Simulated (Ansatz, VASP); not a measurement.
# Al22P13SO68 (glassy 61Al2O3-39P2O5 (mol %)): VASP beside Ansatz, part 2 of 2

One calculation is typed for both programs; each brings its own data sets. How far apart do they land? Of the first pair: The structure shown is the start of the Ansatz relaxation below; VASP solves that cell, so the two are compared at the walk's first step.

VASP 6.6.1 and Ansatz 0.2.0.

So far. Step 3 (VASP: single point, PBE, start cell, pair 1): The run ends at a pressure of 2.06 GPa, with forces up to 1.7 eV/Å.

## Step 4: Comparison

Known differences besides the potentials themselves: VASP starts from the moments at which Ansatz ended; the cutoff is 420 eV in Ansatz and 520 eV in VASP (PREC = Accurate, projectors in real space). Total energies have different zeros and are not compared.

Forces on 8 of the 104 atoms, those with the largest forces and the largest differences (eV/Å; atoms numbered as in POSCAR):

```tsv
atom	Ansatz x, y, z	VASP x, y, z
Al7	1.119, -0.161, 0.259	1.066, -0.145, 0.245
Al10	-0.899, 0.640, -0.141	-0.840, 0.624, -0.144
Al13	-0.802, -0.199, 0.811	-0.724, -0.215, 0.803
P31	-0.050, -1.020, -0.785	0.023, -1.022, -0.684
S36	0.099, 1.595, 0.448	0.146, 1.635, 0.457
O51	-0.123, -1.537, 0.287	-0.149, -1.643, 0.139
O84	0.004, -0.039, 0.007	0.091, -0.004, -0.092
O97	-0.568, 0.544, -0.314	-0.637, 0.543, -0.241
```

The forces differ by 40 meV/Å r.m.s., which is 18.3 % of the r.m.s. force of 0.222 eV/Å (both taken over all components). VASP's last cycles still show a density residual of 2e-03, so its state may not be settled. Moments aren't recorded for both runs of this pair, so they may hold unlike magnetic states.

## Step 5: Ansatz: relaxation, PBE

This run makes the geometry at which the two programs are then compared.

The structure compared here is the end of the Ansatz relaxation.

Contents of input.yaml:

```yaml
crystal:
  lattice:
    - [10.80682, 0.0, 0.0]
    - [0.0, 10.80682, 0.0]
    - [0.0, 0.0, 10.80682]
  atoms:
    - { symbol: Al, position: [0.16768, 0.13303, 0.23904] }
    - { symbol: Al, position: [0.89369, 0.97817, 0.90432] }
[... 1 atom line left out ...]
    - { symbol: Al, position: [0.98866, 0.80883, 0.14219] }
    - { symbol: Al, position: [0.38103, 0.90111, 0.84848] }
[... 1 atom line left out ...]
    - { symbol: Al, position: [0.45006, 0.83785, 0.43948] }
[... 1 atom line left out ...]
    - { symbol: Al, position: [0.46769, 0.5345, 0.47048] }
    - { symbol: Al, position: [0.92236, 0.99398, 0.36328] }
[... 1 atom line left out ...]
    - { symbol: Al, position: [0.08054, 0.12641, 0.57092] }
    - { symbol: Al, position: [0.02875, 0.79189, 0.68734] }
[... 1 atom line left out ...]
    - { symbol: Al, position: [0.84802, 0.98276, 0.65958] }
    - { symbol: Al, position: [0.75123, 0.74953, 0.57274] }
[... 1 atom line left out ...]
    - { symbol: Al, position: [0.36322, 0.06603, 0.58992] }
[... 4 atom lines left out ...]
    - { symbol: P, position: [0.24257, 0.66013, 0.81046] }
[... 5 atom lines left out ...]
    - { symbol: P, position: [0.79061, 0.58056, 0.92923] }
[... 1 atom line left out ...]
    - { symbol: P, position: [0.41622, 0.44419, 0.74375] }
[... 4 atom lines left out ...]
    - { symbol: P, position: [0.63503, 0.04448, 0.03616] }
[... 1 atom line left out ...]
    - { symbol: O, position: [0.28352, 0.21442, 0.32399] }
[... 3 atom lines left out ...]
    - { symbol: O, position: [0.31781, 0.77116, 0.76539] }
[... 1 atom line left out ...]
    - { symbol: O, position: [0.15455, 0.80725, 0.13784] }
    - { symbol: O, position: [0.07073, 0.90536, 0.36566], spin: 0.6 }
[... 1 atom line left out ...]
    - { symbol: O, position: [0.00119, 0.12558, 0.27484] }
[... 2 atom lines left out ...]
    - { symbol: O, position: [0.25585, 0.00778, 0.18556] }
    - { symbol: O, position: [0.14494, 0.6879, 0.40662], spin: 0.6 }
[... 1 atom line left out ...]
    - { symbol: O, position: [0.24098, 0.57052, 0.22666] }
    - { symbol: O, position: [0.43509, 0.68606, 0.47627] }
    - { symbol: O, position: [0.01401, 0.62888, 0.22023] }
    - { symbol: O, position: [0.98164, 0.93584, 0.75334] }
    - { symbol: O, position: [0.40698, 0.21471, 0.52383] }
    - { symbol: O, position: [0.57573, 0.89648, 0.35117] }
[... 1 atom line left out ...]
    - { symbol: O, position: [0.87584, 0.85723, 0.25196] }
    - { symbol: O, position: [0.38087, 0.0418, 0.75587] }
    - { symbol: O, position: [0.09328, 0.47095, 0.37656] }
[... 1 atom line left out ...]
    - { symbol: O, position: [0.21543, 0.05404, 0.53628] }
[... 3 atom lines left out ...]
    - { symbol: O, position: [0.7588, 0.03044, 0.33886] }
[... 6 atom lines left out ...]
    - { symbol: O, position: [0.15031, 0.82599, 0.57932], spin: 0.6 }
[... 1 atom line left out ...]
    - { symbol: O, position: [0.10724, 0.67096, 0.77193] }
[... 3 atom lines left out ...]
    - { symbol: O, position: [0.481, 0.96805, 0.53825] }
    - { symbol: O, position: [0.97333, 0.46019, 0.58267] }
[... 5 atom lines left out ...]
    - { symbol: O, position: [0.94571, 0.04521, 0.52428] }
[... 1 atom line left out ...]
    - { symbol: O, position: [0.09697, 0.27791, 0.49661] }
    - { symbol: O, position: [0.295, 0.53514, 0.74808] }
[... 2 atom lines left out ...]
    - { symbol: O, position: [0.08381, 0.1829, 0.7222] }
[... 2 atom lines left out ...]
    - { symbol: O, position: [0.29469, 0.86569, 0.39126], spin: 0.6 }
    - { symbol: O, position: [0.73923, 0.91437, 0.55616] }
[... 1 atom line left out ...]
    - { symbol: O, position: [0.90538, 0.73569, 0.60796] }
[... 1 atom line left out ...]
    - { symbol: O, position: [0.3859, 0.8142, 0.13815] }
[... 1 atom line left out ...]
    - { symbol: O, position: [0.1456, 0.30594, 0.90165] }
magnetization:
  spin_polarized: true
kpoints:
  mp_grid: { grid: [1, 1, 1] }
hamiltonian:
  xc: pbe
scf:
  occupations: { method: fermi_dirac, width: 0.025 }
  lower_state_search: "off"
output:
  forces: true
  eigenvalues: true
relax:
  f_tol: 0.05
  max_steps: 90
```

Started as:

```console
$ ansatz run input.yaml --threads 4 --pin off --max-ram 8192MiB --backend cpu --events-out ev --progress --plain --runs-dir out
```

Numbers of over 12 decimals in the logs are rounded to 6 here.

Log:

```text
[...]
Crystal: 104 atoms, lattice volume = 1262.100 Å³
Basis set: ecut = 420 eV, 24837 PW (Γ), exchange–correlation on 150×150×150 points (8 copies of the dense FFT grid, shifted against one another)
Bands: 378, of which v1, the nominal top of the filled ones, is band 273 counted from 1 (272 counted from 0)
Symmetry: 1 space group operations
[...]
k-points: 1
[...]
Starting moments: Σ|m| = 3 μB on 5 of 104 sites
[...]
- { symbol: O, position: [0.278318, 0.204943, 0.333571] }
    - { symbol: O, position: [0.944576, 0.867561, 0.013358] }
    - { symbol: O, position: [0.513648, 0.820680, 0.908866] }
    - { symbol: O, position: [0.473791, 0.601101, 0.068867] }
    - { symbol: O, position: [0.320846, 0.771970, 0.758189] }
    - { symbol: O, position: [0.707688, 0.698172, 0.943233] }
    - { symbol: O, position: [0.157597, 0.807126, 0.144175] }
[...]
- { symbol: O, position: [0.592403, 0.217373, 0.759178] }
    - { symbol: O, position: [0.388017, 0.822187, 0.139558] }
    - { symbol: O, position: [0.571726, 0.118542, 0.156492] }
    - { symbol: O, position: [0.143085, 0.304372, 0.904626] }
```

## Step 6: VASP: single point, PBE, relaxed cell, pair 2

The same cell, functional, mesh and smearing now go to VASP, with its own data sets.

Contents of INCAR:

```
SYSTEM = Al22P13SO68
PREC = Accurate
ENCUT = 520
EDIFF = 1E-06
NELM = 200
ISMEAR = -1
SIGMA = 0.025
LREAL = Auto
ALGO = Normal
GGA = PE
NBANDS = 352
ISPIN = 2
MAGMOM = 0 0 0 -0 0 0 0 0 0 -0 0 0 0 0 0 0 0 0 -0 -0 0 -0 0 0 0 0 0 -0 0 0 0 0 0 0 0 0.11 -0 0 0 0 0 0 0 0 0.13 0 0.01 0 0 0 0.14 0 0 0 -0 0 0 0 0 -0 0 0.01 0 0.02 0 0 0 0 0 0 0 0 0 0 0.08 0 0 0 0 0 0 -0 -0 0 0 0 0 0 -0 0 0 -0 0 0 0 0 0.07 0 0 0 0 0 0 0
LORBIT = 11
LWAVE = .FALSE.
LCHARG = .FALSE.
ISIF = 2
LASPH = .TRUE.
GGA_COMPAT = .FALSE.
NCORE = 2
```

Contents of POSCAR:

```
Al22P13SO68
1.0
   10.8068200000      0.0000000000      0.0000000000
    0.0000000000     10.8068200000      0.0000000000
    0.0000000000      0.0000000000     10.8068200000
Al P S O
22 13 1 68
Direct
    0.1630000000      0.1358600000      0.2364100000
    0.8975700000      0.9754300000      0.9081300000
[... 1 atom line left out ...]
    0.9913300000      0.8017200000      0.1465900000
    0.3815200000      0.8992300000      0.8472100000
[... 1 atom line left out ...]
    0.4542000000      0.8395000000      0.4435800000
[... 1 atom line left out ...]
    0.4591100000      0.5353600000      0.4672200000
    0.9215200000      0.0031300000      0.3615100000
[... 1 atom line left out ...]
    0.0808700000      0.1219600000      0.5765400000
    0.0272500000      0.7909500000      0.6795100000
[... 1 atom line left out ...]
    0.8474500000      0.9837400000      0.6620000000
    0.7489300000      0.7502000000      0.5735700000
[... 1 atom line left out ...]
    0.3695900000      0.0706100000      0.5960900000
[... 4 atom lines left out ...]
    0.2450100000      0.6608300000      0.8030400000
[... 5 atom lines left out ...]
    0.2668000000      0.8920100000      0.1045600000
[... 1 atom line left out ...]
    0.1299100000      0.5734400000      0.3057500000
[... 4 atom lines left out ...]
    0.1650200000      0.8446900000      0.4237200000
[... 1 atom line left out ...]
    0.2783200000      0.2049400000      0.3335700000
[... 3 atom lines left out ...]
    0.3208500000      0.7719700000      0.7581900000
[... 1 atom line left out ...]
    0.1576000000      0.8071300000      0.1441700000
    0.0927600000      0.9499300000      0.3635400000
[... 1 atom line left out ...]
    0.9948200000      0.1302300000      0.2660900000
[... 2 atom lines left out ...]
    0.2527400000      0.0146400000      0.1739700000
    0.1723000000      0.6416100000      0.4183200000
[... 1 atom line left out ...]
    0.2308700000      0.5486200000      0.2097300000
    0.4344200000      0.6886800000      0.4775700000
    0.0155600000      0.6287400000      0.2298500000
    0.9833200000      0.9322600000      0.7522700000
    0.4094500000      0.2182600000      0.5260300000
    0.5787400000      0.8956200000      0.3532500000
[... 1 atom line left out ...]
    0.8850500000      0.8582900000      0.2625800000
    0.3893500000      0.0408900000      0.7597300000
    0.0792000000      0.4452500000      0.3579000000
[... 1 atom line left out ...]
    0.2199500000      0.0545900000      0.5576600000
[... 3 atom lines left out ...]
    0.7582500000      0.0324000000      0.3379200000
[... 6 atom lines left out ...]
    0.1430000000      0.8339800000      0.5595500000
[... 1 atom line left out ...]
    0.1114700000      0.6722800000      0.7585000000
[... 3 atom lines left out ...]
    0.4837700000      0.9714600000      0.5385900000
    0.9721100000      0.4543800000      0.5778800000
[... 5 atom lines left out ...]
    0.9460400000      0.0413500000      0.5252900000
[... 1 atom line left out ...]
    0.0912500000      0.2682900000      0.4966400000
    0.2976000000      0.5347500000      0.7450100000
[... 2 atom lines left out ...]
    0.0789900000      0.1835000000      0.7252800000
[... 2 atom lines left out ...]
    0.2960300000      0.8773000000      0.3945900000
    0.7386100000      0.9156100000      0.5585100000
[... 1 atom line left out ...]
    0.9037300000      0.7323600000      0.6038700000
[... 1 atom line left out ...]
    0.3880200000      0.8221900000      0.1395600000
[... 1 atom line left out ...]
    0.1430900000      0.3043700000      0.9046300000
```

Contents of KPOINTS:

```
Automatic mesh
0
Gamma
1 1 1
0 0 0
```

Potentials, in the order of the species: Al, P, S and O (PBE family, release 64).

Started as:

```console
$ mpirun -np 8 vasp_gam
```

Log:

```text
[... set-up lines as in an earlier step ...]
 entering main loop
       N       E                     dE             d eps       ncg     rms          rms(c)
DAV:   1     0.494686540943E+04    0.49469E+04   -0.32530E+05  1432   0.153E+03
DAV:   2    -0.437564708228E+03   -0.53844E+04   -0.51977E+04  1728   0.373E+02
DAV:   3    -0.855689466475E+03   -0.41812E+03   -0.41495E+03  1672   0.110E+02
DAV:   4    -0.863937250108E+03   -0.82478E+01   -0.82034E+01  1696   0.166E+01
[...]
DAV:  18    -0.753426645680E+03   -0.20460E-07   -0.29190E-05  1728   0.178E-02    0.990E-03
DAV:  19    -0.753426647823E+03   -0.21426E-05   -0.17946E-05  1600   0.925E-03    0.873E-03
DAV:  20    -0.753426647956E+03   -0.13375E-06   -0.17229E-06  1192   0.328E-03
   1 F= -.75342665E+03 E0= -.75342665E+03  d E =-.127076E-07  mag=     1.0000
```

From OUTCAR (step 6):

```text
  Total        4.1686768     13.7744029     12.1847310     -5.2139343      8.1721626     11.9009940
  in kB        5.2919417     17.4859652     15.4679506     -6.6188476     10.3741811     15.1077596
  external PRESSURE =      12.7486192 kB  Pullay stress =       0.0000000 kB

 POSITION                                       TOTAL-FORCE (eV/Angst)
 -----------------------------------------------------------------------------------
      1.76151      1.46821      2.55484         0.035368      0.001552      0.009851
      9.69988     10.54130      9.81400         0.023118      0.040211      0.014664
      5.98730      5.10158      0.04085        -0.020604     -0.021215      0.004027
     10.71312      8.66404      1.58417         0.024172     -0.032345      0.024293
      4.12302      9.71782      9.15565        -0.010603      0.020673     -0.033352
[...]
6.17858      1.28104      1.69116         0.058612      0.046385     -0.050827
      1.54635      3.28927      9.77617        -0.013903     -0.095429      0.035330
 -----------------------------------------------------------------------------------
    total drift:                               -0.022395      0.001719     -0.005746

  FREE ENERGIE OF THE ION-ELECTRON SYSTEM (eV)
  ---------------------------------------------------
  free  energy   TOTEN  =      -753.4266479563 eV

  energy  without entropy=     -753.4266479436  energy(sigma->0) =     -753.42664795

 magnetization (x)
# of ion       s       p       d       tot
------------------------------------------
    1        0.000   0.000   0.000   0.000
    2        0.000   0.000   0.000   0.000
    3        0.000   0.000   0.000   0.000
    4        0.000  -0.000   0.000  -0.000
    5        0.000   0.000   0.000   0.000
    6        0.000  -0.000   0.000   0.000
    7        0.000   0.000   0.000   0.001
    8        0.000  -0.000   0.000   0.000
    9       -0.000   0.000   0.000   0.000
   10       -0.000  -0.000   0.000  -0.001
   11        0.000   0.000   0.000   0.001
   12       -0.000   0.000   0.000   0.000
   13       -0.000  -0.000   0.000  -0.000
[...]
--------------------------------------------------
tot          0.108   0.684   0.000   0.792

[... 1 part as in an earlier step ...]

[... 2 further parts left out ...]
[key lines of the parts left out:]
E-fermi :   3.4086
```

The run ends at a pressure of 1.27 GPa, with forces up to 0.23 eV/Å.

## Step 7: Comparison

What differs besides the data sets and the points named for the pairs above, as far as they apply: site moments are counted in spheres of each program's own size. Total energies have different zeros and are not compared.

Both answers:

```tsv
quantity	Ansatz	VASP	difference
total moment (μB)	1.00	1.00	0.00
moment on S36 (μB)	0.11	0.24	-0.13
moment on O51 (μB)	0.14	0.16	-0.02
moment on O45 (μB)	0.13	0.15	-0.02
moment on O75 (μB)	0.08	0.09	-0.01
moment on O97 (μB)	0.07	0.08	-0.01
```

Forces on 7 of the 104 atoms, those with the largest forces and the largest differences (eV/Å; atoms numbered as in POSCAR):

```tsv
atom	Ansatz x, y, z	VASP x, y, z
S36	0.001, -0.003, 0.019	0.130, 0.104, 0.113
O45	0.005, 0.006, -0.014	0.065, -0.081, 0.060
O75	0.005, -0.001, -0.013	0.014, 0.030, -0.227
O84	-0.002, -0.006, 0.003	0.074, 0.005, -0.105
O85	-0.002, -0.003, 0.000	-0.101, -0.043, -0.034
O94	-0.008, -0.007, -0.014	-0.072, 0.029, 0.075
O97	0.010, -0.002, -0.005	-0.202, -0.055, 0.081
```

The forces differ by 44 meV/Å r.m.s., where the r.m.s. force is 0.006 eV/Å in Ansatz and 0.044 eV/Å in VASP: the atoms lie near their places of rest in Ansatz, so a percentage would say little (all taken over all components).

## Step 8: Results

```yaml
r_m_s_force_difference_single_point_pbe_start_cell_pair_1: 18 % of the r.m.s. force
r_m_s_force_difference_single_point_pbe_relaxed_cell_pair_2: 44 meV/Å
```

**Reading.** The r.m.s. force difference is 18 % of the r.m.s. force (single point, PBE, start cell, pair 1), beyond the 3 % picked in this series as the mark of a large difference. What causes the difference of the single point, PBE, start cell, pair 1 pair stays open here. What causes the difference of the single point, PBE, relaxed cell, pair 2 pair stays open here. How closely two codes agree says nothing of how well the functional describes the real material.

[Lines on the potential files, build, host, timing and source positions are cut from VASP's logs without a mark.]

[Logs are printed without paths, hosts, clocks, repeated set-up lines and the standing remarks that a program may print on its own settings, such as how far it seeks lower states.]

[Hosts, paths, dates, database ids (printed as entryN), source tags and the programs' standing remarks are cut or masked in the printed files.]
